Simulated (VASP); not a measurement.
Given:

```xyz
2
Lattice="0.0000 2.8961 2.8961 2.8961 0.0000 2.8961 2.8961 2.8961 0.0000" Properties=species:S:1:pos:R:3 pbc="T T T"
Ge     0.0000     0.0000     0.0000
Ge     1.4481     1.4481     1.4481
```

The numbers are results of vdW-DF-cx, VASP's PBE PAW potentials (set 64) (plane waves; VASP 6.6.1), not measurements. Run with 520 eV cut-off, 11×11×11 Γ-centred mesh, first-order Methfessel-Paxton smearing of 0.10 eV, potentials Ge_d.

Q: Give the stress tensor in GPa (positive for a compressed cell).

A: 
```
-3.38   0.00   0.00
 0.00  -3.38   0.00
 0.00   0.00  -3.38
```
The pressure is its mean diagonal, -3.38 GPa.

The compound is Ge in the diamond structure. This cell is one point of a volume scan, at 1.06 of the reference volume.
